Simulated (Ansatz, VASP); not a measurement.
# WSe2: VASP beside Ansatz, part 2 of 2

Aim: how closely do two programs agree when they are given the same cell, functional and k mesh? The cell is taken from a series of runs on this material, whose earlier steps may have relaxed, scaled, displaced or heated it; both programs get it as it stands.

VASP 6.6.1 and Ansatz 0.2.0.

So far: Starting point; VASP: dielectric response, PBE.

### 3. Ansatz: dielectric response, PBE

Level of this step: Ansatz beside VASP: Kohn-Sham DFT, plane waves, PBE (Ansatz).

Ansatz runs on its default PAW (the set named soft_2) files.

The same cell, functional and mesh now go to Ansatz, which takes its cutoff from its data sets.

input.yaml

```yaml
crystal:
  lattice:
    - [3.29, 0.0, 0.0]
    - [-1.645, 2.8492235785, 0.0]
    - [0.0, 0.0, 12.97]
  atoms:
    - { symbol: W, position: [0.3333333333, 0.6666666667, 0.25] }
    - { symbol: W, position: [0.6666666667, 0.3333333333, 0.75] }
    - { symbol: Se, position: [0.3333333333, 0.6666666667, 0.621] }
    - { symbol: Se, position: [0.6666666667, 0.3333333333, 0.121] }
    - { symbol: Se, position: [0.3333333333, 0.6666666667, 0.879] }
    - { symbol: Se, position: [0.6666666667, 0.3333333333, 0.379] }
kpoints:
  mp_grid: { grid: [9, 9, 2] }
hamiltonian:
  xc: pbe
scf:
  occupations: { method: fixed }
dielectric: {}
```

On the command line:

```
ansatz run input.yaml --threads 3 --pin off --max-ram 92160MiB --backend cuda --devices 1 --max-vram 13GiB --events-out ev --progress --plain --runs-dir out
```

Numbers of over 12 decimals in the logs are rounded to 6 here.

The program printed:

```text
GPUs: using 1 of 1 available (devices: 1).
Engine: ansatz 0.2.0, x86_64-unknown-linux-gnu
Pseudopotentials: kind: paw
Pseudopotential: W, paw, valence charge 14, recommended cutoff 420 eV (normal), W.paw.azcp
Pseudopotential: Se, paw, valence charge 16, recommended cutoff 420 eV (normal), Se.paw.azcp
Functional definition: PBE
  parameter kappa = 0.804
  parameter beta = 0.066725
  exchange = pbe_x(kappa = kappa, mu = beta*pi^2/3)
  correlation = pbe_c(beta = beta)
device memory: the entry about to start is reckoned to put 2.8 GiB on a device that reports 42.5 GiB free (of which the cap on the GPU budget leaves the run 13.0 GiB)
GPU FFT provider: cuFFT
GPU libraries: cuBLAS 13.8.2, cuFFT 12.4.0, cuSOLVER 12.3.4
Crystal: 6 atoms, lattice volume = 121.580 Å³
Basis set: ecut = 420 eV, 2419 PW (Γ), exchange–correlation on 48×48×180 points (8 copies of the dense FFT grid, shifted against one another)
Bands: 56, of which v1, the nominal top of the filled ones, is band 46 counted from 1 (45 counted from 0)
Symmetry: 24 space group operations
k-points: 50 of 162 (irreducible under 2 space group operations, time reversal used)
Non-local potential: W, projectors of the file, l = 0: 3, l = 1: 2, l = 2: 2, l = 3: 1
Non-local potential: Se, projectors of the file, l = 0: 2, l = 1: 2, l = 2: 3, l = 3: 1
PAW form: soft (Blöchl's): semilocal exchange-correlation on the pseudo side does not see the compensation charge
PAW one-centre angular grid: W, 590 points (default); XC on 64 Gauss nodes
PAW one-centre angular grid: Se, 590 points (default); XC on 64 Gauss nodes
Initial density: superposition of atomic densities (neutral atoms: chi_scale 0, normalization atom), corrected by the library's trained network
Initial wavefunctions: pseudopotential atomic-orbital guess
GPU buffer pool allocated for 51840 grid points (all kernels)
GPU transforms: local potential and band sums: pruned to the plane-wave sphere, on 24×24×90
Functional: x = pbe(κ = 0.804, μ = 0.219515), c = pbe(β = 0.066725)
SCF iter   1: F=—  HF=-42649.195471 eV  |F-HF|=—  |Δ(HF+E_count)|=         —  Δρ=4.32e-3  dr2=5.48e-3  ethr=1.77e-3  ⟨swp⟩=4.9  Hψ=8879  notcnv=0  defer=363
preconditioner: auto → Resta (q_TF=auto, 2.604 Å⁻¹)  ε∞=6.0  [insulator: Δε(μ)=1.067 eV  Ē_g=8.997 eV  n_scr=40 (ndim 8)  ℏωp=20.2 eV  f_vac=0.044  ε∞_Penn≈6.0]
SCF iter   2: F=—  HF=-42649.204195 eV  |F-HF|=—  |Δ(HF+E_count)|=   8.72e-3  Δρ=2.51e-3  dr2=1.81e-3  ethr=5.96e-6  ⟨swp⟩=2.0  Hψ=4812  notcnv=0  defer=398
SCF iter   3: F=—  HF=-42649.208599 eV  |F-HF|=—  |Δ(HF+E_count)|=   4.40e-3  Δρ=4.26e-4  dr2=5.19e-4  ethr=1.97e-6  ⟨swp⟩=2.0  Hψ=3684  notcnv=0  defer=398
SCF iter   4: F=—  HF=-42649.208607 eV  |F-HF|=—  |Δ(HF+E_count)|=   7.22e-6  Δρ=8.61e-5  dr2=4.29e-6  ethr=5.65e-7  ⟨swp⟩=2.6  Hψ=4749  notcnv=0  defer=202
SCF iter   5: F=—  HF=-42649.208714 eV  |F-HF|=—  |Δ(HF+E_count)|=   1.08e-4  Δρ=3.32e-5  dr2=6.81e-7  ethr=4.66e-9  ⟨swp⟩=2.6  Hψ=4882  notcnv=0  defer=121
SCF iter   6: F=—  HF=-42649.208716 eV  |F-HF|=—  |Δ(HF+E_count)|=   2.15e-6  Δρ=5.73e-6  dr2=5.38e-8  ethr=7.41e-10  ⟨swp⟩=2.1  Hψ=3587  notcnv=0  defer=121
SCF iter   7: F=—  HF=-42649.208717 eV  |F-HF|=—  |Δ(HF+E_count)|=   5.87e-8  Δρ=2.56e-6  dr2=9.79e-9  ethr=5.85e-11  ⟨swp⟩=2.0  Hψ=4882  notcnv=0  defer=121
SCF iter   8: F=—  HF=-42649.208717 eV  |F-HF|=—  |Δ(HF+E_count)|=   9.75e-9  Δρ=6.32e-7  dr2=5.55e-10  ethr=1.06e-11  ⟨swp⟩=2.0  Hψ=4882  notcnv=0  defer=121
SCF iter   9: F=-42649.208717 eV  HF=-42649.208717 eV  |F-HF|=2.18e-11  |Δ(HF+E_count)|=  6.77e-10  Δρ=1.16e-7  dr2=2.57e-11  ethr=1.00e-12  ⟨swp⟩=9.7  Hψ=10243  notcnv=0
SCF 1 converged in 9 iterations: F = -42649.208717 eV  dr2 = 2.57e-11
  greatest PAW one-centre occupation: 1.000 electrons in one spin orbital (limit 2), on the Se atom at site 4 (counted from 0), in its partial waves of l = 2
the response reads at least the filled bands of the reference SCF and the lowest empty band at each k-point, and that SCF's band table does not vouch for those bands. The notice of the band table in this run's record says why
device memory: the entry about to start is reckoned to put 0.8 GiB on a device that reports 58.4 GiB free (of which the cap on the GPU budget leaves the run 12.9 GiB)
NSCF: frozen V_eff on 1 k-points
device memory: the entry about to start is reckoned to put 0.8 GiB on a device that reports 58.0 GiB free (of which the cap on the GPU budget leaves the run 12.9 GiB)
NSCF: frozen V_eff on 1 k-points
device memory: the entry about to start is reckoned to put 0.8 GiB on a device that reports 58.0 GiB free (of which the cap on the GPU budget leaves the run 12.9 GiB)
NSCF: frozen V_eff on 1 k-points
device memory: the entry about to start is reckoned to put 0.8 GiB on a device that reports 58.2 GiB free (of which the cap on the GPU budget leaves the run 12.9 GiB)
NSCF: frozen V_eff on 1 k-points
device memory: the entry about to start is reckoned to put 0.1 GiB (of the 0.3 GiB reckoned in all, the device holds 0.2 GiB already) on a device that reports 58.0 GiB free (of which the cap on the GPU budget leaves the run 12.9 GiB)
device memory: the entry about to start is reckoned to put 2.3 GiB (of the 2.5 GiB reckoned in all, the device holds 0.2 GiB already) on a device that reports 57.9 GiB free (of which the cap on the GPU budget leaves the run 12.9 GiB)
DFPT response loops at Γ: preconditioner auto → Resta (q_TF=auto, 2.604 Å⁻¹)  ε∞=7.5 (no band partly filled); β = 1.00, the filter's whole step (`scf.mixing.beta` (0.50) is not read by the response loops at its default; to damp them type it under 1.00, their step now; it binds the ground state too); Broyden in place of MSR1
── the response to a field inside a basis, on 10×10×2 k-points: an SCF that follows is theirs, and a resumed run solves both again ──
device memory: the entry about to start is reckoned to put 0.4 GiB on a device that reports 43.7 GiB free (of which the cap on the GPU budget leaves the run 12.9 GiB)
GPU FFT provider: cuFFT
GPU libraries: cuBLAS 13.8.2, cuFFT 12.4.0, cuSOLVER 12.3.4
Bands: 47, of which v1, the nominal top of the filled ones, is band 46 counted from 1 (45 counted from 0)
k-points: 30 of 200 (irreducible under 8 space group operations)
Initial density: handed on by an earlier stage of this run
Initial wavefunctions: pseudopotential atomic-orbital guess (no wavefunctions were taken with the density)
GPU buffer pool allocated for 51840 grid points (all kernels)
GPU transforms: band sums: pruned to the plane-wave sphere, on 24×24×90
Eigensolver: Dense (30 Hₖ)
SCF iter   1: F=—  HF=-42648.944790 eV  |F-HF|=—  |Δ(HF+E_count)|=         —  Δρ=5.27e-4  dr2=1.25e-4  ethr=1.00e-1
preconditioner: auto → Resta (q_TF=auto, 2.604 Å⁻¹)  ε∞=8.8  [insulator: Δε(μ)=1.198 eV  Ē_g=7.255 eV  n_scr=40 (ndim 8)  ℏωp=20.2 eV  f_vac=0.044  ε∞_Penn≈8.8]
SCF iter   2: F=—  HF=-42648.944881 eV  |F-HF|=—  |Δ(HF+E_count)|=   9.05e-5  Δρ=3.05e-4  dr2=4.68e-5  ethr=1.36e-7
SCF iter   3: F=—  HF=-42648.944925 eV  |F-HF|=—  |Δ(HF+E_count)|=   4.45e-5  Δρ=3.04e-5  dr2=1.64e-6  ethr=5.08e-8
SCF iter   4: F=—  HF=-42648.944926 eV  |F-HF|=—  |Δ(HF+E_count)|=   3.84e-7  Δρ=1.58e-5  dr2=4.03e-7  ethr=1.79e-9
SCF iter   5: F=-42648.944926 eV  HF=-42648.944926 eV  |F-HF|=1.80e-8  |Δ(HF+E_count)|=   1.07e-7  Δρ=3.86e-6  dr2=2.91e-8  ethr=4.38e-10
SCF 1 converged in 5 iterations: F = -42648.944926 eV  dr2 = 2.91e-8
device memory: the entry about to start is reckoned to put 0.1 GiB (of the 0.2 GiB reckoned in all, the device holds 0.1 GiB already) on a device that reports 46.0 GiB free (of which the cap on the GPU budget leaves the run 12.8 GiB)
device memory: the entry about to start is reckoned to put 2.4 GiB on a device that reports 45.1 GiB free (of which the cap on the GPU budget leaves the run 12.7 GiB)
DFPT response loops at Γ: preconditioner auto → Resta (q_TF=auto, 2.604 Å⁻¹)  ε∞=7.1 (no band partly filled); β = 1.00, the filter's whole step (`scf.mixing.beta` (0.50) is not read by the response loops at its default; to damp them type it under 1.00, their step now; it binds the ground state too); Broyden in place of MSR1
SCF converged after 9 iterations
Free energy (F): -42649.208717 eV
Harris-Foulkes:  -42649.208717 eV  (|F-HF|=2.18e-11)
Internal energy: -42649.208717 eV  (E = F + TS)
E sigma→0 (E₀):  -42649.208717 eV
Fermi energy:    12.957500 eV
--- Per-component energies (eV) ---
  E_band       = -1683.229691
  E_kinetic    = 1379.656146
  E_local      = -11426.384628  (includes V_loc(G=0)·N_el)
  E_nonlocal   = -2379.707405
  E_hartree    = 5496.513272
  E_xc         = -953.321390
  E_vxc        = -873.931548  (∫ρ·V_xc dr)
  E_paw        = -24771.116780  (= ΣΔE_a)
  E_vpaw       = 624.113458  (= ΣTr[D̂ρ^β])
  E_aug_tail   = -0.002475  (compensation charges beyond the density's cutoff)
  E_ewald      = -9994.845457
  E_smearing   = -0.000000  (= −TS)
  E_closure    = 0.000000  (closes the sum)
  Σ components = -42649.208717   (vs F -42649.208717, Δ=0.00e0)
--- Band table (eV; the first three rows and the last of 50) ---
  k-point 0: bands = [... 42 lower, 11.4570, 11.8529, 11.8902, 12.9575, 15.5965, 15.5965, 15.6470, 15.6470, ... 6 higher]
  k-point 1: bands = [... 42 lower, 11.4294, 11.4294, 12.7409, 12.7409, 15.6020, 15.6020, 15.6020, 15.6020, ... 6 higher]
  k-point 2: bands = [... 42 lower, 11.3288, 11.8874, 12.0800, 12.6508, 15.0990, 15.2840, 15.4159, 15.4299, ... 6 higher]
  k-point 49: bands = [... 42 lower, 10.8933, 10.8933, 11.9893, 11.9893, 14.4857, 14.4857, 15.3537, 15.3537, ... 6 higher]
--- Dielectric response (ions clamped): 3 representative field directions + reference, inside a basis on a mesh of 200 k-points (Σ response iterations 15) ---
  ε∞ (high-frequency dielectric tensor):
       15.238220     0.000000     0.000000
        0.000000    15.238220     0.000000
        0.000000     0.000000     7.368657
  Born effective charges Z* (e; rows j = field, columns β = displacement):
    site 0:
        -1.24403   -0.00000    0.00000
         0.00000   -1.24403    0.00000
         0.00000    0.00000   -0.79144
    site 1:
        -1.24403    0.00000    0.00000
        -0.00000   -1.24403    0.00000
         0.00000    0.00000   -0.79144
    site 2:
         0.62201    0.00000    0.00000
        -0.00000    0.62201   -0.00000
         0.00000   -0.00000    0.39572
    site 3:
         0.62201   -0.00000    0.00000
        -0.00000    0.62201    0.00000
        -0.00000    0.00000    0.39572
    site 4:
         0.62201    0.00000   -0.00000
        -0.00000    0.62201    0.00000
        -0.00000    0.00000    0.39572
    site 5:
         0.62201   -0.00000   -0.00000
        -0.00000    0.62201   -0.00000
         0.00000   -0.00000    0.39572
  Z* charge neutrality: 5.549e-2 e pre-enforcement
  solved inside a basis spanned on kpoints, on 10×10×2 k-points, its susceptibility summed on 14×14×4: ε∞ is read to err by 8.8e-2, Z* by 3.3e-2 e (field_mesh: kpoints solves on kpoints); Z* is corrected for what the basis lacks
```

### 4. Side by side

Known differences besides the potentials themselves: fixed occupations in Ansatz, narrow Gaussian smearing in VASP; VASP's response is taken on the typed mesh, Ansatz refines its own for the field response alone; the data sets hold 92 valence electrons in Ansatz (on its default PAW (the set named soft_2) files) and 36 in VASP; the cutoff is 420 eV in Ansatz and 520 eV in VASP. Total energies have different zeros and are not compared.

Both answers:

```tsv
quantity	Ansatz	VASP	difference
ε∞ xx	15.24	15.36	-0.80 %
ε∞ yy	15.24	15.36	-0.80 %
ε∞ zz	7.37	7.48	-1.45 %
Born charge of W1 (mean of the diagonal) (e)	-1.09	-1.13	+0.03
Born charge of Se3 (mean of the diagonal) (e)	0.55	0.56	-0.02
```

### 5. What came out

| Item | Value |
| --- | --- |
| difference in ε∞ zz (dielectric response, PBE) | -1.5 % |

**Reading.** The difference in ε∞ zz is -1.5 % (dielectric response, PBE), within the 5 % picked in this series as the mark of a large difference. The data sets hold unlike numbers of valence electrons (92 in Ansatz and 36 in VASP), so part of the differences comes from the potentials. How closely two codes agree says nothing of how well the functional describes the real material.

[Lines on the potential files, build, host, timing and source positions are cut from VASP's logs without a mark.]

[Logs are printed without paths, hosts, clocks, repeated set-up lines and the standing remarks that a program may print on its own settings, such as how far it seeks lower states.]

[Hosts, paths, dates, database ids (printed as entryN), source tags and the programs' standing remarks are cut or masked in the printed files.]
